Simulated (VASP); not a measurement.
# BaY (P4/nmm) in VASP: further runs

One crystal, BaY, is run at these levels: PBE, RPBE; tasks: relaxation of cell and atoms.

Everything below comes from runs of VASP 6.6.1. Logs are shortened: lines on timing, memory, paths and dates and some standing lists are left out, and cuts for length are marked.

### 1 Starting point

Symmetry: P4/nmm, No. 129, tetragonal system. Conventional cell: a = 4.459 Å, b = 4.459 Å, c = 5.841 Å, α = 90.00°, β = 90.00°, γ = 90.00°. Around Ba (site symmetry 4mm) lie 4 Y at 2.84 Å. Y (site symmetry -4m2) has 4 Ba at 2.84 Å and 4 Y at 3.15 Å as nearest neighbours.

The cell was built by a generator and needn't be a form met in nature.

### 2 Relaxation of cell and atoms, PBE

INCAR

```
SYSTEM = BaY
  PREC = Accurate
  ENCUT = 600
  EDIFF = 1E-7
  ISMEAR = 1
  SIGMA = 0.2
  LREAL = .False.
  LASPH = .True.
  NELM = 80
  ALGO = Normal
  ISIF = 3
  LWAVE = .False.
  LCHARG = .False.
  GGA = PE
  IBRION = 2
  NSW = 40
  EDIFFG = -0.02
```

KPOINTS

```
regular mesh
0
Gamma
  6 6 5
  0 0 0
```

POSCAR

```
BaY
1.0
    4.4587797100      0.0000000000      0.0000000000
    0.0000000000      4.4587797100      0.0000000000
    0.0000000000      0.0000000000      5.8411962200
Ba Y
2 2
Direct
    0.5000000000      0.0000000000      0.3000000100
    0.0000000000      0.5000000000      0.6999999900
    0.0000000000      0.0000000000      0.0000000000
    0.5000000000      0.5000000000      0.0000000000
```

Potentials or basis: VASP PAW PBE potentials, release 64 (Ba_sv, Y_sv).

Run with:

```sh
> cat potpaw_PBE.64/Ba_sv/POTCAR potpaw_PBE.64/Y_sv/POTCAR > POTCAR
> mpirun -np 1 vasp_std > vasp.out
```

OUTCAR:

```text
SYSTEM = BaY
   PREC = Accurate
   ENCUT = 600
   EDIFF = 1E-7
   ISMEAR = 1
   LREAL = .False.
   LASPH = .True.
   NELM = 80
   ISIF = 3
   GGA = PE
   IBRION = 2
   NSW = 40
   EDIFFG = -0.02

 ion  position               nearest neighbor table
   1  0.500  0.000  0.300-   3 2.84   4 2.84   4 2.84   3 2.84   2 3.92   2 3.92   2 3.92   2 3.92
                             2 4.71   2 4.71   2 4.71   2 4.71
   2  0.000  0.500  0.700-   3 2.84   4 2.84   3 2.84   4 2.84   1 3.92   1 3.92   1 3.92   1 3.92
                             1 4.71   1 4.71   1 4.71   1 4.71
   3  0.000  0.000  0.000-   1 2.84   2 2.84   2 2.84   1 2.84   4 3.15   4 3.15   4 3.15   4 3.15

   4  0.500  0.500  0.000-   1 2.84   2 2.84   1 2.84   2 2.84   3 3.15   3 3.15   3 3.15   3 3.15

  LATTYP: Found a simple tetragonal cell.
 ALAT       =     4.4587797100
 C/A-ratio  =     1.3100436891

  Lattice vectors:

 A1 = (   4.4587797100,   0.0000000000,   0.0000000000)
 A2 = (   0.0000000000,   4.4587797100,   0.0000000000)
 A3 = (   0.0000000000,   0.0000000000,   5.8411962200)

Analysis of symmetry for initial positions (statically):
=====================================================================
 Subroutine PRICEL returns:
 Original cell was already a primitive cell.

 Routine SETGRP: Setting up the symmetry group for a
 simple tetragonal supercell.

 Subroutine GETGRP returns: Found 16 space group operations
 (whereof  8 operations were pure point group operations)
 out of a pool of 16 trial point group operations.

The static configuration has the point symmetry D_2d.
 The point group associated with its full space group is D_4h.

Analysis of symmetry for dynamics (positions and initial velocities):
=====================================================================
 Subroutine PRICEL returns:
 Original cell was already a primitive cell.

 Routine SETGRP: Setting up the symmetry group for a
 simple tetragonal supercell.

 Subroutine GETGRP returns: Found 16 space group operations
 (whereof  8 operations were pure point group operations)
 out of a pool of 16 trial point group operations.

The dynamic configuration has the point symmetry D_2d.
 The point group associated with its full space group is D_4h.

 Subroutine INISYM returns: Found 16 space group operations
 (whereof  8 operations are pure point group operations),
 and found     1 'primitive' translations

----------------------------------------------------------------------------------------

                                     Primitive cell

  volume of cell :     116.1272

  direct lattice vectors                    reciprocal lattice vectors
     4.458779710  0.000000000  0.000000000     0.224276610  0.000000000  0.000000000
     0.000000000  4.458779710  0.000000000     0.000000000  0.224276610  0.000000000
     0.000000000  0.000000000  5.841196220     0.000000000  0.000000000  0.171197810

  length of vectors
     4.458779710  4.458779710  5.841196220     0.224276610  0.224276610  0.171197810

  position of ions in fractional coordinates (direct lattice)
     0.500000000  0.000000000  0.300000010
     0.000000000  0.500000000  0.699999990
     0.000000000  0.000000000  0.000000000
     0.500000000  0.500000000  0.000000000

  ion indices of the primitive-cell ions
   primitive index   ion index
                 1           1
                 2           2
                 3           3
                 4           4

----------------------------------------------------------------------------------------

 KPOINTS: regular mesh

Automatic generation of k-mesh.
 Grid dimensions read from file:
 generate k-points for:    6    6    5

 Generating k-lattice:

  Cartesian coordinates                     Fractional coordinates (reciprocal lattice)
     0.037379435  0.000000000  0.000000000     0.166666667  0.000000000  0.000000000
     0.000000000  0.037379435  0.000000000     0.000000000  0.166666667  0.000000000
     0.000000000  0.000000000  0.034239562     0.000000000  0.000000000  0.200000000

  Length of vectors
     0.037379435  0.037379435  0.034239562

  Shift w.r.t. Gamma in fractional coordinates (k-lattice)
     0.000000000  0.000000000  0.000000000

 Subroutine IBZKPT returns following result:
 ===========================================

 Found     30 irreducible k-points:

 Following reciprocal coordinates:
            Coordinates               Weight
  0.000000  0.000000  0.000000      1.000000
  0.166667  0.000000  0.000000      4.000000
  0.333333  0.000000  0.000000      4.000000
  0.500000  0.000000  0.000000      2.000000
  0.166667  0.166667  0.000000      4.000000
  0.333333  0.166667  0.000000      8.000000
[... 16 lines left out ...]
  0.333333  0.000000  0.400000      8.000000
  0.500000  0.000000  0.400000      4.000000
 [... further k-points ...]
   k-points           NKPTS =     30   k-points in BZ     NKDIM =     30   number of bands    NBANDS=     25
[... 26 lines left out ...]
   TEBEG  =    0.0;   TEEND  =   0.0 temperature during run
   PSTRESS=    0.0 pullay stress
   NELECT =      42.0000    total number of electrons
   NUPDOWN=      -1.0000    fix difference up-down
   EMIN   =  10.00;   EMAX   =-10.00  energy-range for DOS
   EFERMI =   0.00;   METHOD = LEGACY
   ISMEAR =     1;   SIGMA  =   0.20  broadening in eV -4-tet -1-fermi 0-gaus
   EFERMI_NEDOS =   21; number of points for ismear=-14 and -15
   IALGO  =     38    algorithm
   IMIX   =      4    mixing-type and parameters
     AMIX     =   0.40;   BMIX     =  1.00
     AMIX_MAG =   1.60;   BMIX_MAG =  1.00
  volume/ion in A,a.u.               =      29.03       195.92
  Fermi-wavevector in a.u.,A,eV,Ry     =   1.166398  2.204172 18.510503  1.360484
  Thomas-Fermi vector in A             =   2.302911
   LORBIT       =      0    0 simple, 1 ext, 2 COOP (PROOUT), +10 PAW based schemes
   GGA     = PE    functional components
   LHFCALC =     F    Hartree Fock is set to
   AEXX    =    0.0000 exact exchange contribution
   IVDW    =     0    specifies the selected vdW correction
   LEPSILON=     F    determine dielectric tensor
   LRPA    =     F    only Hartree local field effects (RPA)
 conjugate gradient relaxation of ions
 non-spin polarized calculation
 Methfessel and Paxton  Order N= 1 SIGMA  =   0.20
  energy-cutoff  :      600.00
  volume of cell :      116.13
 maximum number of plane-waves:      3904
 NGX is ok and might be reduce to    36
   NGX = 17   NGY = 17   NGZ = 23

--------------------------------------- Ionic step        1  -------------------------------------------

 number of electron      42.0000001 magnetization

 Free energy of the ion-electron system (eV)
  ---------------------------------------------------
  ext. energy  EPLUGINS =         0.00000000
  ---------------------------------------------------
  free energy    TOTEN  =       -10.29861525 eV

  energy without entropy =      -10.29883306  energy(sigma->0) =      -10.29868786

------------------------ aborting loop because EDIFF is reached ----------------------------------------

  FORCE on cell =-STRESS in cart. coord.  units (eV):
  Direction    XX          YY          ZZ          XY          YZ          ZX
  --------------------------------------------------------------------------------------
  -------------------------------------------------------------------------------------
  Total       15.0469718     15.0469718      8.5765338      0.0000000     -0.0000000      0.0000000
  in kB      207.5992887    207.5992887    118.3282812      0.0000000     -0.0000000      0.0000000
  external PRESSURE =     177.8422862 kB  Pullay stress =       0.0000000 kB
[... 95 lines left out ...]
  FREE ENERGIE OF THE ION-ELECTRON SYSTEM (eV)
  ---------------------------------------------------
  free  energy   TOTEN  =       -13.8109224032 eV

  energy  without entropy=      -13.8124399658  energy(sigma->0) =      -13.81142826

 E-fermi :   3.3552     XC(G=0):  -9.3010

 val. band max:        3.2963535682   @ k =   0.5000   0.0000   0.4000
 cond. band min:       3.3565141115   @ k =   0.3333   0.3333   0.0000
 fundamental gap:      0.0601605433
 Fermi energy:         3.3551513785

 k-point     1 :       0.0000    0.0000    0.0000
  band No.  band energies     occupation
      1     -39.6136      2.00000
      2     -39.5771      2.00000
      3     -24.5651      2.00000
      4     -24.2807      2.00000
      5     -19.7015      2.00000
      6     -19.6822      2.00000
[... 661 lines left out ...]
     24       3.7842     -0.00973
     25       4.6028     -0.00000

 [... further k-points ...]

[... ionic steps 4 to 21 ...]

--------------------------------------- Ionic step       22  -------------------------------------------

 number of electron      41.9999995 magnetization

------------------------ aborting loop because EDIFF is reached ----------------------------------------
[... 71 lines left out ...]
--------------------------------------- Ionic step       24  -------------------------------------------

 number of electron      41.9999995 magnetization

 Free energy of the ion-electron system (eV)
  ---------------------------------------------------
  ext. energy  EPLUGINS =         0.00000000
  ---------------------------------------------------
  free energy    TOTEN  =       -15.37986631 eV

  energy without entropy =      -15.37533501  energy(sigma->0) =      -15.37835587

 E-fermi :   2.4759     XC(G=0):  -8.5568

 val. band max:        2.4718022232   @ k =   0.3333   0.1667   0.0000
 cond. band min:       2.4774907479   @ k =   0.1667   0.0000   0.4000
 fundamental gap:      0.0056885247
 Fermi energy:         2.4759127465

 k-point     1 :       0.0000    0.0000    0.0000
  band No.  band energies     occupation
      1     -40.9981      2.00000
      2     -40.9828      2.00000
      3     -25.6076      2.00000
      4     -25.4508      2.00000
      5     -20.9909      2.00000
      6     -20.9773      2.00000
[... 661 lines left out ...]
     24       2.8447     -0.02560
     25       3.4380     -0.00000

 [... further k-points ...]
[... 5 lines left out ...]
  --------------------------------------------------------------------------------------
  -------------------------------------------------------------------------------------
  Total       -0.0652195     -0.0652195     -0.0787315      0.0000000      0.0000000     -0.0000000
  in kB       -0.6031263     -0.6031263     -0.7280802      0.0000000      0.0000000     -0.0000000
  external PRESSURE =      -0.6447776 kB  Pullay stress =       0.0000000 kB
[... 19 lines left out ...]
  FREE ENERGIE OF THE ION-ELECTRON SYSTEM (eV)
  ---------------------------------------------------
  free  energy   TOTEN  =       -15.3798663074 eV

  energy  without entropy=      -15.3753350087  energy(sigma->0) =      -15.37835587

 reached required accuracy - stopping structural energy minimisation
```

Wall time 13 min (1 thread of Intel Xeon 6975P-C (Granite Rapids), shared host); peak memory 0.36 GiB.

Results:

* Free energy: -15.3799 eV
* Relaxed volume: 43.31 Å³/atom
* Relaxed cell: a = 5.466 Å, b = 5.466 Å, c = 5.799 Å, α = 90.00°, β = 90.00°, γ = 90.00°
* Space group after relaxing (to 0.05 Å): P4/mmm (No. 123)
* Energy gained by relaxing: 1270.3 meV/atom
* Ionic steps: 24
* Pressure after relaxing: -0.1 GPa
* Largest force after relaxing: 0.013 eV/Å
* Band gap on the k mesh: none (metal or under the smearing width)

Forces on the atoms (eV/Å):
```
Ba   0.000  0.000  0.013
Ba   0.000  0.000 -0.013
Y    0.000  0.000  0.000
Y    0.000  0.000  0.000
```

The path:
| step | energy change (eV) | largest force (eV/Å) | pressure (GPa) | volume (Å³) |
| --- | --- | --- | --- | --- |
| 1 | 0.0000 | 3.5263 | 17.78 | 116.13 |
| 2 | -3.4378 | 1.3500 | 0.65 | 178.87 |
| 3 | -3.5123 | 1.2038 | -0.16 | 188.21 |
| 4 | -3.5147 | 0.9712 | -1.35 | 207.85 |
| 5 | -3.5365 | 1.0911 | -0.74 | 196.65 |
| 6 | -3.6878 | 1.0607 | -0.66 | 192.05 |
| 7 | -4.1028 | 1.0028 | -0.19 | 178.60 |
| 8 | -4.6623 | 0.7414 | 2.27 | 153.30 |
| 9 | -4.6134 | 0.3208 | 4.56 | 142.27 |
| 10 | -4.6743 | 0.5781 | 3.12 | 148.61 |
| 11 | -4.7896 | 0.4428 | 2.75 | 151.29 |
| 12 | -5.0006 | 0.1134 | 1.69 | 159.46 |
| 13 | -4.9087 | 0.5064 | -0.46 | 176.36 |
| 14 | -5.0456 | 0.0773 | 0.90 | 165.41 |
| 15 | -5.0458 | 0.0926 | 0.84 | 165.86 |
| 16 | -5.0649 | 0.0607 | 0.47 | 168.89 |
| 17 | -5.0769 | 0.0004 | -0.12 | 174.06 |
| 18 | -5.0769 | 0.0024 | -0.10 | 173.89 |
| 19 | -5.0783 | 0.0032 | -0.08 | 173.63 |
| 20 | -5.0808 | 0.0200 | -0.01 | 172.84 |
| 21 | -5.0810 | 0.0268 | 0.02 | 172.50 |
| 22 | -5.0810 | 0.0262 | 0.02 | 172.53 |
| 23 | -5.0811 | 0.0227 | -0.01 | 172.73 |
| 24 | -5.0813 | 0.0129 | -0.06 | 173.25 |

Final structure:
```cif
data_structure
_symmetry_space_group_name_H-M 'P 1'
_symmetry_Int_Tables_number 1
_cell_length_a 5.4658
_cell_length_b 5.4658
_cell_length_c 5.7992
_cell_angle_alpha 90.000
_cell_angle_beta 90.000
_cell_angle_gamma 90.000
_cell_volume 173.25
loop_
_atom_site_label
_atom_site_type_symbol
_atom_site_fract_x
_atom_site_fract_y
_atom_site_fract_z
_atom_site_occupancy
Ba1 Ba 0.50000 0.00000 0.49858 1
Ba2 Ba 0.00000 0.50000 0.50142 1
Y1 Y 0.00000 0.00000 0.00000 1
Y2 Y 0.50000 0.50000 0.00000 1
```

Levels at points of the mesh, in eV from the Fermi level:
```
           k point  band 18  band 19  band 20  band 21  band 22  band 23
(0.00, 0.00, 0.00)    -1.53    -1.22    -1.06    -0.59    -0.59    -0.49
(0.50, 0.00, 0.00)    -2.12    -0.28    -0.28     0.34     0.34     0.41
(0.50, 0.50, 0.00)    -1.06    -0.87    -0.87     0.23     0.23     0.53
```

Caveat: the volume moved by over 15 % at a fixed basis, so the end points are rough. Spin-orbit coupling is left out, which matters for the levels of Ba.

### 3 Relaxation of cell and atoms, RPBE

INCAR

```
SYSTEM = BaY
PREC     = Accurate       ! precision mode
ENCUT    = 600            ! plane-wave cutoff, eV
EDIFF    = 1E-6           ! SCF threshold, eV
ISMEAR   = 1              ! smearing method
SIGMA    = 0.2            ! smearing width, eV
LREAL    = .FALSE.        ! projectors in reciprocal space
LASPH    = .TRUE.         ! aspherical terms in the spheres
NELM     = 60             ! most SCF steps
ALGO     = Normal         ! electronic algorithm
ISIF     = 3              ! what is computed and relaxed
LWAVE    = .FALSE.        ! write WAVECAR
LCHARG   = .FALSE.        ! write CHGCAR
GGA      = RP             ! functional
IBRION   = 2              ! ionic algorithm
NSW      = 40             ! ionic steps
EDIFFG   = -0.01          ! ionic threshold
```

KPOINTS

```
regular mesh
0
G
  6 6 5
  0 0 0
```

POSCAR is that of step 2.

Potentials or basis: VASP PAW PBE potentials, release 64 (Ba_sv, Y_sv).

Run with:

```sh
> cat potpaw_PBE.64/Ba_sv/POTCAR potpaw_PBE.64/Y_sv/POTCAR > POTCAR
> mpirun -np 1 vasp_std > vasp.out
```

It took 10 min on 1 thread of Intel Xeon 6975P-C (Granite Rapids), shared host; peak memory 0.31 GiB.

The run converged. Its results:

- Free energy: -14.2035 eV
- Relaxed volume: 45.82 Å³/atom
- Relaxed cell: a = 5.578 Å, b = 5.578 Å, c = 5.891 Å, α = 90.00°, β = 90.00°, γ = 90.00°
- Space group after relaxing (to 0.05 Å): P4/mmm (No. 123)
- Energy gained by relaxing: 1425.4 meV/atom
- Ionic steps: 20
- Pressure after relaxing: 0.0 GPa
- Largest force after relaxing: 0.004 eV/Å
- Band gap on the k mesh: none (metal or under the smearing width)

Forces on the atoms (eV/Å):
```
Ba   0.000  0.000  0.004
Ba   0.000  0.000 -0.004
Y    0.000  0.000  0.000
Y    0.000  0.000  0.000
```

The path:
```
step  energy change (eV)  largest force (eV/Å)  pressure (GPa)  volume (Å³)
   1              0.0000                3.6545           19.48       116.13
   2             -4.0667                1.3346            1.00       185.83
   3             -4.1745                1.1673            0.07       197.76
   4             -4.1851                0.9211           -1.21       223.12
   5             -4.2114                1.0340           -0.63       209.68
   6             -4.2095                1.0561           -0.51       207.45
   7             -4.3385                1.0297           -0.43       203.11
   8             -4.6915                0.9835           -0.01       190.43
   9             -5.2192                0.8372            1.68       166.54
  10             -4.0520                0.0779           11.29       124.40
  11             -5.1807                0.7146            3.10       156.00
  12             -5.2903                0.6051            2.83       158.01
  13             -5.5304                0.3011            2.10       164.08
  14             -5.6548                0.2248            0.64       176.52
  15             -5.6653                0.1123            0.94       173.90
  16             -5.6873                0.0726            0.57       177.39
  17             -5.7016                0.0036           -0.01       183.29
  18             -5.7016                0.0015           -0.02       183.48
  19             -5.7016                0.0003           -0.02       183.43
  20             -5.7018                0.0036           -0.01       183.27
```

Final structure:
```cif
data_structure
_symmetry_space_group_name_H-M 'P 1'
_symmetry_Int_Tables_number 1
_cell_length_a 5.5777
_cell_length_b 5.5777
_cell_length_c 5.8907
_cell_angle_alpha 90.000
_cell_angle_beta 90.000
_cell_angle_gamma 90.000
_cell_volume 183.27
loop_
_atom_site_label
_atom_site_type_symbol
_atom_site_fract_x
_atom_site_fract_y
_atom_site_fract_z
_atom_site_occupancy
Ba1 Ba 0.50000 0.00000 0.49963 1
Ba2 Ba 0.00000 0.50000 0.50037 1
Y1 Y 0.00000 0.00000 0.00000 1
Y2 Y 0.50000 0.50000 0.00000 1
```

Levels at points of the mesh, in eV from the Fermi level:
```csv
k point,band 16,band 17,band 18,band 19,band 20,band 21,band 22,band 23,band 24,band 25
"(0.00, 0.00, 0.00)",-13.09,-3.66,-1.43,-1.14,-0.98,-0.51,-0.51,-0.42,1.64,1.67
"(0.50, 0.00, 0.00)",-13.33,-2.14,-2.14,-0.27,-0.27,0.37,0.37,0.37,0.37,0.51
"(0.50, 0.50, 0.00)",-13.02,-1.12,-1.12,-0.92,-0.92,0.25,0.49,0.49,0.60,0.60
```

Caveat: the volume moved by over 15 % at a fixed basis, so the end points are rough; the PAW data sets were made with another functional, which shifts forces and pressure a little.

### 4 For comparison

An earlier run on the cell as given: functional PBE; potentials or basis VASP PAW PBE potentials, release 64 (Ba_sv, Y_sv); cutoff 520 eV; k mesh 6 × 6 × 5; occupations fermi-dirac, width 0.05 eV; no spin polarisation.

- Pressure: 17.8 GPa
- Largest force: 3.541 eV/Å
- Band gap on the k mesh: none (metal or under the smearing width)

### 5 Summary

```csv
task,level,cell,cutoff (eV),smearing,gap on the mesh (eV),pressure (GPa),relaxed volume (Å³/atom),largest force (eV/Å)
relaxation of cell and atoms,PBE,relaxed,600,methfessel-paxton 0.2 eV,none,-0.1,43.31,0.01
relaxation of cell and atoms,RPBE,relaxed,600,methfessel-paxton 0.2 eV,none,0.0,45.82,-
single point,PBE,as given,520,fermi-dirac 0.05 eV,none,17.8,-,3.54
```

Alike in all rows: potentials or basis VASP PAW PBE potentials, release 64 (Ba_sv, Y_sv); no spin polarisation; k mesh 6 × 6 × 5.

Caveats: the volume moved by over 15 % at a fixed basis, so the end points are rough (some runs); the PAW data sets were made with another functional, which shifts forces and pressure a little (some runs); so large a pressure means that the cell lies far from this level's equilibrium, or that cutoff or potentials fall short (some runs); forces of over 1 eV/Å show positions far from the minimum, so gaps and moduli don't describe the material at rest (some runs).

Total energies depend on the potentials used, so only differences within one code and one set of settings carry meaning.
